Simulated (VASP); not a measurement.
# InSb (F-43m) in VASP: further runs, part 2 of 2

VASP 6.6.1.

### Step 5. Single point, PBEsol

INCAR reads:

```
SYSTEM = InSb
PREC = Accurate
ENCUT = 900
EDIFF = 1E-6
ISMEAR = 0
SIGMA = 0.1
LREAL = .FALSE.
LASPH = .TRUE.
NELM = 100
ALGO = Normal
ISIF = 2
LWAVE = .FALSE.
LCHARG = .FALSE.
GGA = PS
```

KPOINTS reads:

```
regular mesh
0
G
  12 12 12
  0 0 0
```

POSCAR reads:

```
InSb
1.0
    0.0000000000      3.2604100000      3.2604100000
    3.2604100000      0.0000000000      3.2604100000
    3.2604100000      3.2604100000      0.0000000000
In Sb
1 1
Direct
    0.0000000000      0.0000000000      0.0000000000
    0.7500000000      0.7500000000      0.7500000000
```

The run is started by

```bash
> cat potpaw_PBE.64/In_d/POTCAR potpaw_PBE.64/Sb/POTCAR > POTCAR
> mpirun -np 1 vasp_std > vasp.out
```

Run time: 80 s. Hardware: 1 thread of Intel Xeon Platinum 8488C (Sapphire Rapids), shared host; peak memory 0.43 GiB.

The run converged. Its results:

```yaml
Free_energy: -7.7011 eV
Pressure: 0.0 GPa
Band_gap_on_the_k_mesh: none (metal or under the smearing width)
```

Levels at points of the mesh, in eV from the Fermi level:
```
           k point  band 5  band 6  band 7  band 8  band 9  band 10  band 11  band 12  band 13
(0.00, 0.00, 0.00)  -14.47  -10.68   -0.43   -0.06   -0.06    -0.06     2.88     2.88     2.88
(0.50, 0.00, 0.00)  -14.47   -9.36   -5.62   -1.04   -1.04     0.38     3.72     3.72     5.91
(0.50, 0.50, 0.00)  -14.47   -8.77   -5.92   -2.27   -2.27     1.22     1.24     7.95     7.95
```

Caveat: the PAW data sets were made with another functional, which shifts forces and pressure a little; this crystal is a semiconductor, whose small gap the functional closes, so the metal is an error of the method. The run has no spin-orbit coupling, so splittings on Sb are missing.

### Step 6. Single point, r2SCAN

Changes to INCAR since step 5:

```diff
@@ -2,3 +2,3 @@
 PREC = Accurate
-ENCUT = 900
+ENCUT = 520
 EDIFF = 1E-6
@@ -13,2 +13,3 @@
 LCHARG = .FALSE.
-GGA = PS
+METAGGA = R2SCAN
+LMIXTAU = .TRUE.
```

KPOINTS is that of step 5.

POSCAR is that of step 5.

Potentials or basis: VASP PAW PBE potentials, release 64 (In_d, Sb).

The run is started by

```bash
> cat potpaw_PBE.64/In_d/POTCAR potpaw_PBE.64/Sb/POTCAR > POTCAR
> mpirun -np 1 vasp_std > vasp.out
```

OUTCAR:

```text
SYSTEM = InSb
   PREC = Accurate
   ENCUT = 520
   EDIFF = 1E-6
   ISMEAR = 0
   LREAL = .FALSE.
   LASPH = .TRUE.
   NELM = 100
   ISIF = 2
   METAGGA = R2SCAN

 ion  position               nearest neighbor table
   1  0.000  0.000  0.000-   2 2.82   2 2.82   2 2.82   2 2.82
   2  0.750  0.750  0.750-   1 2.82   1 2.82   1 2.82   1 2.82

  LATTYP: Found a face centered cubic cell.
 ALAT       =     6.5208200000

  Lattice vectors:

 A1 = (   0.0000000000,   3.2604100000,   3.2604100000)
 A2 = (   3.2604100000,   0.0000000000,   3.2604100000)
 A3 = (   3.2604100000,   3.2604100000,   0.0000000000)

Analysis of symmetry for initial positions (statically):
=====================================================================
 Subroutine PRICEL returns:
 Original cell was already a primitive cell.

 Routine SETGRP: Setting up the symmetry group for a
 face centered cubic supercell.

 Subroutine GETGRP returns: Found 24 space group operations
 (whereof 24 operations were pure point group operations)
 out of a pool of 48 trial point group operations.

The static configuration has the point symmetry T_d .

Analysis of symmetry for dynamics (positions and initial velocities):
=====================================================================
[... 179 lines left out ...]
     11       7.9373      0.00000
     12       7.9373      0.00000
     13       7.9373      0.00000
[... 354 lines left out ...]
  band No.  band energies     occupation
      1     -10.3904      2.00000
      2     -10.3129      2.00000
      3     -10.3116      2.00000
      4     -10.2427      2.00000
      5     -10.2399      2.00000
      6      -4.7198      2.00000
      7      -0.8915      2.00000
      8       2.3548      2.00000
      9       3.4281      2.00000
     10       6.6959      0.00000
     11       8.7166      0.00000
     12       9.5272      0.00000
     13      11.4753      0.00000

 [... further k-points ...]

------------------------ aborting loop because EDIFF is reached ----------------------------------------

  FORCE on cell =-STRESS in cart. coord.  units (eV):
  Direction    XX          YY          ZZ          XY          YZ          ZX
  --------------------------------------------------------------------------------------
  -------------------------------------------------------------------------------------
  Total        0.3182449      0.3182449      0.3182449     -0.0000000      0.0000000     -0.0000000
  in kB        7.3557224      7.3557224      7.3557224     -0.0000000      0.0000000     -0.0000000
  external PRESSURE =       7.3557224 kB  Pullay stress =       0.0000000 kB

 VOLUME and BASIS-vectors are now :
 -----------------------------------------------------------------------------
  energy-cutoff  :      520.00
  volume of cell :       69.32
      direct lattice vectors                 reciprocal lattice vectors
     0.000000000  3.260410000  3.260410000    -0.153354946  0.153354946  0.153354946
     3.260410000  0.000000000  3.260410000     0.153354946 -0.153354946  0.153354946
     3.260410000  3.260410000  0.000000000     0.153354946  0.153354946 -0.153354946

 POSITION                                       TOTAL-FORCE (eV/Angst)
 -----------------------------------------------------------------------------------
      0.00000      0.00000      0.00000         0.000000      0.000000      0.000000
      4.89061      4.89061      4.89061        -0.000000     -0.000000     -0.000000
 -----------------------------------------------------------------------------------
    total drift:                                0.000001      0.000001      0.000001

  FREE ENERGIE OF THE ION-ELECTRON SYSTEM (eV)
  ---------------------------------------------------
  free  energy   TOTEN  =       -48.7658690117 eV

  energy  without entropy=      -48.7657791146  energy(sigma->0) =      -48.76582406
```

OSZICAR:

```text
N       E                     dE             d eps       ncg     rms          rms(c)
DAV:   1     0.702567453093E+02    0.70257E+02   -0.82249E+03  1872   0.140E+03
DAV:   2    -0.439969391460E+02   -0.11425E+03   -0.11177E+03  1967   0.315E+02
DAV:   3    -0.516377886073E+02   -0.76408E+01   -0.75837E+01  2442   0.911E+01
[... 14 lines left out ...]
DAV:  18    -0.487658508556E+02   -0.17530E-03   -0.30283E-04  2127   0.195E-01    0.228E-01
DAV:  19    -0.487658202677E+02    0.30588E-04   -0.52560E-05  1872   0.126E-01    0.568E-02
DAV:  20    -0.487658661128E+02   -0.45845E-04   -0.34209E-05  1872   0.770E-02    0.295E-02
DAV:  21    -0.487658626703E+02    0.34425E-05   -0.12904E-05  1947   0.580E-02    0.107E-02
DAV:  22    -0.487658691167E+02   -0.64464E-05   -0.52816E-06  1922   0.269E-02    0.147E-02
DAV:  23    -0.487658690117E+02    0.10505E-06   -0.38921E-07  1261   0.526E-03
   1 F= -.48765869E+02 E0= -.48765824E+02  d E =-.898970E-04
```

Wall time 3.3 min (1 thread of Intel Xeon Platinum 8488C (Sapphire Rapids), shared host); peak memory 0.26 GiB.

What came out:

```yaml
Free_energy: -48.7659 eV
Pressure: 0.7 GPa
Band_gap_on_the_k_mesh: 0.12 eV, direct
```

Caveat: the PAW data sets were made with another functional, which shifts forces and pressure a little; spin-orbit coupling is left out, which moves the levels of the heavy elements.

### Step 7. Overview

```csv
level,k mesh,cutoff (eV),smearing,gap on the mesh (eV),pressure (GPa)
PBEsol,12 × 12 × 12,700,gaussian 0.1 eV,none,0.0
PBEsol,18 × 18 × 18,520,gaussian 0.1 eV,none,0.0
PBEsol,12 × 12 × 12,520,gaussian 0.5 eV,none,0.0
PBEsol,12 × 12 × 12,900,gaussian 0.1 eV,none,0.0
r2SCAN,12 × 12 × 12,520,gaussian 0.1 eV,0.12,0.7
```

Alike in all rows: task single point; potentials or basis VASP PAW PBE potentials, release 64 (In_d, Sb); no spin polarisation; cell as given.

On the cell as given the gap runs from zero (PBEsol) to 0.12 eV (r2SCAN); the meshes differ, which moves gaps too. The pressure there spans 0.0 GPa (PBEsol) to 0.7 GPa (r2SCAN); a positive pressure means that this level wants a larger cell, a negative one a smaller.

Caveats: the PAW data sets were made with another functional, which shifts forces and pressure a little; this crystal is a semiconductor, whose small gap the functional closes, so the metal is an error of the method (some runs); spin-orbit coupling is left out, which moves the levels of the heavy elements (some runs).

Total energies depend on the potentials used, so only differences within one code and one set of settings carry meaning.

### Step 8. How close it comes

Step 2. A measured gap of InSb is 0.24 eV (quoted in “Electronic Structure and Epitaxy of CdTe Shells on InSb Nanowires”, 2021, arxiv:2111.05126); the calculated 0.00 eV misses it by -0.24 eV. Spin-orbit coupling on In, Sb is left out. The value is that of PBEsol on a finite k mesh, which can miss the band edges, without temperature or zero-point motion. Semilocal functionals fall short of measured gaps as a rule. The cell is a database's relaxed one, not the measured one, which moves gaps too.

Step 3. Measured gap of InSb: 0.24 eV (quoted in “Electronic Structure and Epitaxy of CdTe Shells on InSb Nanowires”, 2021, arxiv:2111.05126). This calculation gives 0.00 eV (-0.24 eV). Spin-orbit coupling on In, Sb is left out. The value is that of PBEsol on a finite k mesh, which can miss the band edges, without temperature or zero-point motion. Semilocal functionals fall short of measured gaps as a rule. The cell is a database's relaxed one, not the measured one, which moves gaps too.

Step 4. A measured gap of InSb is 0.24 eV (quoted in “Electronic Structure and Epitaxy of CdTe Shells on InSb Nanowires”, 2021, arxiv:2111.05126); the calculated 0.00 eV misses it by -0.24 eV. Spin-orbit coupling on In, Sb is left out. The value is that of PBEsol on a finite k mesh, which can miss the band edges, without temperature or zero-point motion. Semilocal functionals fall short of measured gaps as a rule. The cell is a database's relaxed one, not the measured one, which moves gaps too.

Step 5. Measured gap of InSb: 0.24 eV (quoted in “Electronic Structure and Epitaxy of CdTe Shells on InSb Nanowires”, 2021, arxiv:2111.05126). This calculation gives 0.00 eV (-0.24 eV). Spin-orbit coupling on In, Sb is left out. The value is that of PBEsol on a finite k mesh, which can miss the band edges, without temperature or zero-point motion. Semilocal functionals fall short of measured gaps as a rule. The cell is a database's relaxed one, not the measured one, which moves gaps too.

Step 6. Against the measured gap of InSb, 0.24 eV (quoted in “Electronic Structure and Epitaxy of CdTe Shells on InSb Nanowires”, 2021, arxiv:2111.05126), the calculated 0.12 eV is off by -0.12 eV. Spin-orbit coupling on In, Sb is left out. The value is that of r2SCAN, without temperature or zero-point motion. The cell is a database's relaxed one, not the measured one, which moves gaps too.
